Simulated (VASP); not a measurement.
# Hf2SnS2 (I4/mmm) in VASP: single point with PBE

Aim: the single point of Hf2SnS2 with PBE.

All numbers are computed with VASP 6.6.1; they aren't measurements. Logs are shortened: lines on timing, memory, paths and dates and some standing lists are left out, and cuts for length are marked.

## (1) The cell of the first run

Symmetry: I4/mmm, No. 139, tetragonal system. Conventional cell: a = 4.671 Å, b = 4.671 Å, c = 9.722 Å, α = 90.00°, β = 90.00°, γ = 90.00°. Around Hf (site symmetry -4m2) lie 4 S at 2.53 Å. Around Sn (site symmetry 4/mmm) lie 8 Hf at 3.37 Å and 10 S at 3.39 to 3.61 Å. Around S (site symmetry 4mm) lie 4 Hf at 2.53 Å.

The cell was built by a generator and needn't be a form met in nature.

## (2) Single point, PBE (species swapped into the CsCo2S2 type (I4/mmm, No. 139))

File INCAR:

```
PREC     = Accurate       # precision mode
ENCUT    = 520            # plane-wave cutoff, eV
EDIFF    = 1E-6           # SCF threshold, eV
ISMEAR   = 0              # smearing method
SIGMA    = 0.1            # smearing width, eV
LREAL    = False          # projectors in reciprocal space
LASPH    = True           # aspherical terms in the spheres
NELM     = 100            # most SCF steps
ALGO     = Fast           # electronic algorithm
ISIF     = 2              # what is computed and relaxed
LWAVE    = False          # write WAVECAR
LCHARG   = True           # write CHGCAR
GGA      = PE             # functional
LELF     = True           # ELF
LVHAR    = True         
NBANDS   = 31             # bands
```

File KPOINTS:

```
regular mesh
0
Gamma
  6 6 6
```

File POSCAR:

```
Hf2SnS2
1.0
   -2.3354271480      2.3354271480      4.8608754588
    2.3354271480     -2.3354271480      4.8608754588
    2.3354271480      2.3354271480     -4.8608754588
Hf Sn S
2 1 2
Direct
    0.7500000000      0.2500000000      0.5000000000
    0.2500000000      0.7500000000      0.5000000000
    0.0000000000      0.0000000000      0.0000000000
    0.3488900764      0.3488900764      0.0000000000
    0.6511099236      0.6511099236      0.0000000000
```

Potentials or basis: VASP PAW PBE potentials, release 64 (Hf_pv, Sn_d, S).

On the command line:

```
$ cat potpaw_PBE.64/Hf_pv/POTCAR potpaw_PBE.64/Sn_d/POTCAR potpaw_PBE.64/S/POTCAR > POTCAR
$ mpirun -np 1 vasp_std > vasp.out
```

OUTCAR:

```text
PREC = Accurate
   ENCUT = 520
   EDIFF = 1E-6
   ISMEAR = 0
   LREAL = False
   LASPH = True
   NELM = 100
   ISIF = 2
   GGA = PE

 ion  position               nearest neighbor table
   1  0.750  0.250  0.500-   4 2.53   5 2.53   4 2.53   5 2.53   2 3.30   2 3.30   2 3.30   2 3.30
                             3 3.37   3 3.37   3 3.37   3 3.37
   2  0.250  0.750  0.500-   4 2.53   5 2.53   4 2.53   5 2.53   1 3.30   1 3.30   1 3.30   1 3.30
                             3 3.37   3 3.37   3 3.37   3 3.37
   3  0.000  0.000  0.000-   1 3.37   2 3.37   1 3.37   2 3.37   1 3.37   2 3.37   1 3.37   2 3.37

   4  0.349  0.349  0.000-   1 2.53   2 2.53   2 2.53   1 2.53
   5  0.651  0.651  0.000-   2 2.53   1 2.53   1 2.53   2 2.53

  LATTYP: Found a body centered tetragonal cell.
 ALAT       =     4.6708542960
 C/A-ratio  =     2.0813646287

  Lattice vectors:

 A1 = (  -2.3354271480,   2.3354271480,   4.8608754588)
 A2 = (   2.3354271480,  -2.3354271480,   4.8608754588)
 A3 = (   2.3354271480,   2.3354271480,  -4.8608754588)

Analysis of symmetry for initial positions (statically):
=====================================================================
 Subroutine PRICEL returns:
 Original cell was already a primitive cell.

 Routine SETGRP: Setting up the symmetry group for a
 body centered tetragonal supercell.

 Subroutine GETGRP returns: Found 16 space group operations
 (whereof 16 operations were pure point group operations)
 out of a pool of 16 trial point group operations.

The static configuration has the point symmetry D_4h.

Analysis of symmetry for dynamics (positions and initial velocities):
=====================================================================
 Subroutine PRICEL returns:
 Original cell was already a primitive cell.

 Routine SETGRP: Setting up the symmetry group for a
 body centered tetragonal supercell.

 Subroutine GETGRP returns: Found 16 space group operations
 (whereof 16 operations were pure point group operations)
 out of a pool of 16 trial point group operations.

The dynamic configuration has the point symmetry D_4h.

 Subroutine INISYM returns: Found 16 space group operations
 (whereof 16 operations are pure point group operations),
 and found     1 'primitive' translations

----------------------------------------------------------------------------------------

                                     Primitive cell

  volume of cell :     106.0491

  direct lattice vectors                    reciprocal lattice vectors
    -2.335427148  2.335427148  4.860875459     0.000000000  0.214093598  0.102862129
     2.335427148 -2.335427148  4.860875459     0.214093598  0.000000000  0.102862129
     2.335427148  2.335427148 -4.860875459     0.214093598  0.214093598  0.000000000

  length of vectors
     5.876780594  5.876780594  5.876780594     0.237521970  0.237521970  0.302774069

  position of ions in fractional coordinates (direct lattice)
     0.750000000  0.250000000  0.500000000
     0.250000000  0.750000000  0.500000000
     0.000000000  0.000000000  0.000000000
     0.348890076  0.348890076  0.000000000
     0.651109924  0.651109924  0.000000000

  ion indices of the primitive-cell ions
   primitive index   ion index
                 1           1
                 2           2
                 3           3
                 4           4
                 5           5

----------------------------------------------------------------------------------------

 KPOINTS: regular mesh

Automatic generation of k-mesh.
 Grid dimensions read from file:
 generate k-points for:    6    6    6

 Generating k-lattice:

  Cartesian coordinates                     Fractional coordinates (reciprocal lattice)
     0.000000000  0.035682266  0.017143688     0.166666667 -0.000000000  0.000000000
     0.035682266  0.000000000  0.017143688    -0.000000000  0.166666667  0.000000000
     0.035682266  0.035682266  0.000000000     0.000000000  0.000000000  0.166666667

  Length of vectors
     0.039586995  0.039586995  0.050462345

  Shift w.r.t. Gamma in fractional coordinates (k-lattice)
     0.000000000  0.000000000  0.000000000

 Subroutine IBZKPT returns following result:
 ===========================================

 Found     30 irreducible k-points:

 Following reciprocal coordinates:
            Coordinates               Weight
  0.000000  0.000000  0.000000      1.000000
  0.166667  0.000000  0.000000      8.000000
  0.333333 -0.000000  0.000000      8.000000
  0.500000  0.000000 -0.000000      4.000000
  0.166667  0.166667  0.000000      8.000000
  0.333333  0.166667  0.000000     16.000000
[... 16 lines left out ...]
 -0.333333 -0.333333  0.166667      8.000000
 -0.166667 -0.333333  0.166667      8.000000
 [... further k-points ...]
   k-points           NKPTS =     30   k-points in BZ     NKDIM =     30   number of bands    NBANDS=     31
   number of dos      NEDOS =    301   number of ions     NIONS =      5
   total plane-waves  NPLWV = 110592
   dimension x,y,z NGX =    48 NGY =   48 NGZ =   48
   dimension x,y,z NGXF=    96 NGYF=   96 NGZF=   96
   ions per type =               2   1   2
   NGX,Y,Z   is equivalent  to a cutoff of  13.58, 13.58, 13.58 a.u.
   NGXF,Y,Z  is equivalent  to a cutoff of  27.16, 27.16, 27.16 a.u.
 SYSTEM =  unknown system
   PREC   = accura    normal or accurate (medium, high low for compatibility)
   ISTART =      0    job   : 0-new  1-cont  2-samecut
   ICHARG =      2    charge: 1-file 2-atom 10-const
   ISPIN  =      1    spin polarized calculation?
   LNONCOLLINEAR =      F non collinear calculations
   LSORBIT =      F    spin-orbit coupling
   LASPH  =      T    aspherical Exc in radial PAW
   ENCUT  =  520.0 eV  38.22 Ry    6.18 a.u.  10.93 10.93 10.93*2*pi/ulx,y,z
   NELM   =    100;   NELMIN=  2; NELMDL= -5     # of ELM steps
   EDIFF  = 0.1E-05   stopping-criterion for ELM
   LREAL  =      F    real-space projection
   EDIFFG = 0.1E-04   stopping-criterion for IOM
   NSW    =      0    number of steps for IOM
   IBRION =     -1    ionic relax: 0-MD 1-quasi-New 2-CG
   NFREE  =      0    steps in history (QN), initial steepest desc. (CG)
   ISIF   =      2    stress and relaxation
   ISYM   =      2    0-nonsym 1-usesym 2-fastsym
   POTIM  = 0.5000    time-step for ionic-motion
   TEBEG  =    0.0;   TEEND  =   0.0 temperature during run
   PSTRESS=    0.0 pullay stress
   NELECT =      46.0000    total number of electrons
   NUPDOWN=      -1.0000    fix difference up-down
   EMIN   =  10.00;   EMAX   =-10.00  energy-range for DOS
   EFERMI =   0.00;   METHOD = LEGACY
   ISMEAR =     0;   SIGMA  =   0.10  broadening in eV -4-tet -1-fermi 0-gaus
   EFERMI_NEDOS =   21; number of points for ismear=-14 and -15
   IALGO  =     68    algorithm
   IMIX   =      4    mixing-type and parameters
     AMIX     =   0.40;   BMIX     =  1.00
     AMIX_MAG =   1.60;   BMIX_MAG =  1.00
  volume/ion in A,a.u.               =      21.21       143.13
  Fermi-wavevector in a.u.,A,eV,Ry     =   1.239248  2.341840 20.894968  1.535737
  Thomas-Fermi vector in A             =   2.373740
   LORBIT       =      0    0 simple, 1 ext, 2 COOP (PROOUT), +10 PAW based schemes
   GGA     = PE    functional components
   LHFCALC =     F    Hartree Fock is set to
   AEXX    =    0.0000 exact exchange contribution
   IVDW    =     0    specifies the selected vdW correction
   LEPSILON=     F    determine dielectric tensor
   LRPA    =     F    only Hartree local field effects (RPA)
 non-spin polarized calculation
 RMM-DIIS sequential band-by-band and
 Gauss-broadening in eV      SIGMA  =   0.10
  energy-cutoff  :      520.00
  volume of cell :      106.05
 maximum number of plane-waves:      2898
 NGX is ok and might be reduce to    48
   NGX = 21   NGY = 21   NGZ = 21

 number of electron      45.9999998 magnetization

 Free energy of the ion-electron system (eV)
  ---------------------------------------------------
  ext. energy  EPLUGINS =         0.00000000
  ---------------------------------------------------
  free energy    TOTEN  =       -36.12042251 eV

  energy without entropy =      -36.11357185  energy(sigma->0) =      -36.11699718

 E-fermi :   6.6055     XC(G=0): -10.7046

 val. band max:        6.5816118283   @ k =  -0.3333   0.3333   0.0000
 cond. band min:       6.6245673854   @ k =  -0.3333  -0.3333   0.3333
 fundamental gap:      0.0429555570
 Fermi energy:         6.6054642204

 k-point     1 :       0.0000    0.0000    0.0000
  band No.  band energies     occupation
      1     -24.9619      2.00000
      2     -24.9619      2.00000
      3     -24.9151      2.00000
      4     -24.8435      2.00000
      5     -24.6865      2.00000
      6     -24.6865      2.00000
[... 23 lines left out ...]
     30      10.1277      0.00000
     31      11.2626      0.00000

 k-point     2 :       0.1667    0.0000    0.0000
  band No.  band energies     occupation
      1     -24.9491      2.00000
      2     -24.9438      2.00000
      3     -24.9091      2.00000
      4     -24.8480      2.00000
      5     -24.7101      2.00000
      6     -24.7053      2.00000
[... 23 lines left out ...]
     30      10.3944      0.00000
     31      11.3415      0.00000

 k-point     3 :       0.3333   -0.0000    0.0000
  band No.  band energies     occupation
      1     -24.9127      2.00000
      2     -24.8941      2.00000
      3     -24.8914      2.00000
      4     -24.8608      2.00000
      5     -24.7704      2.00000
      6     -24.7564      2.00000
[... 23 lines left out ...]
     30      10.7561      0.00000
     31      10.9169      0.00000

 k-point     4 :       0.5000    0.0000   -0.0000
  band No.  band energies     occupation
      1     -24.8803      2.00000
      2     -24.8801      2.00000
      3     -24.8423      2.00000
      4     -24.8420      2.00000
      5     -24.8257      2.00000
      6     -24.8255      2.00000
[... 635 lines left out ...]
     30      10.2568      0.00000
     31      10.8944      0.00000

 k-point    23 :      -0.3333   -0.3333    0.1667
  band No.  band energies     occupation
      1     -24.9798      2.00000
      2     -24.9071      2.00000
      3     -24.8858      2.00000
      4     -24.8502      2.00000
      5     -24.7745      2.00000
      6     -24.6774      2.00000
[... 23 lines left out ...]
     30      10.3962      0.00000
     31      11.4307      0.00000

 k-point    24 :      -0.1667   -0.3333    0.1667
  band No.  band energies     occupation
      1     -24.9492      2.00000
      2     -24.9438      2.00000
      3     -24.9108      2.00000
      4     -24.8469      2.00000
      5     -24.7101      2.00000
      6     -24.7053      2.00000
[... 23 lines left out ...]
     30      10.7062      0.00000
     31      10.8088      0.00000

 [... further k-points ...]

------------------------ aborting loop because EDIFF is reached ----------------------------------------

  FORCE on cell =-STRESS in cart. coord.  units (eV):
  Direction    XX          YY          ZZ          XY          YZ          ZX
  --------------------------------------------------------------------------------------
  -------------------------------------------------------------------------------------
  Total       -0.3233568     -0.3233568     -0.2444300      0.0000000      0.0000000      0.0000000
  in kB       -4.8852354     -4.8852354     -3.6928189      0.0000000      0.0000000      0.0000000
  external PRESSURE =      -4.4877632 kB  Pullay stress =       0.0000000 kB

 VOLUME and BASIS-vectors are now :
 -----------------------------------------------------------------------------
  energy-cutoff  :      520.00
  volume of cell :      106.05
      direct lattice vectors                 reciprocal lattice vectors
    -2.335427148  2.335427148  4.860875459     0.000000000  0.214093598  0.102862129
     2.335427148 -2.335427148  4.860875459     0.214093598  0.000000000  0.102862129
     2.335427148  2.335427148 -4.860875459     0.214093598  0.214093598  0.000000000

 POSITION                                       TOTAL-FORCE (eV/Angst)
 -----------------------------------------------------------------------------------
      0.00000      2.33543      2.43044        -0.000000     -0.000000     -0.000000
      2.33543      0.00000      2.43044        -0.000000     -0.000000     -0.000000
      0.00000      0.00000      0.00000        -0.000000     -0.000000     -0.000000
      0.00000      0.00000      3.39182         0.000000      0.000000     -0.062942
      0.00000      0.00000      6.32993         0.000000      0.000000      0.062942
 -----------------------------------------------------------------------------------
    total drift:                                0.000000     -0.000000     -0.000000

  FREE ENERGIE OF THE ION-ELECTRON SYSTEM (eV)
  ---------------------------------------------------
  free  energy   TOTEN  =       -36.1204225064 eV

  energy  without entropy=      -36.1135718477  energy(sigma->0) =      -36.11699718
```

Run time: 1.8 min. Hardware: 1 thread of Intel Xeon 6975P-C (Granite Rapids), shared host; peak memory 0.37 GiB.

What came out:

| Quantity | Value |
| --- | --- |
| Free energy | -36.1204 eV |
| Pressure | -0.4 GPa |
| Largest force | 0.063 eV/Å |
| Band gap on the k mesh | none (metal or under the smearing width) |

Forces in eV/Å, atoms in the order of the input:
```
Hf   0.000  0.000  0.000
Hf   0.000  0.000  0.000
Sn   0.000  0.000  0.000
S    0.000  0.000 -0.063
S    0.000  0.000  0.063
```

Stress tensor (GPa, compression positive):
```
-0.49  0.00  0.00
 0.00 -0.49  0.00
 0.00  0.00 -0.37
```
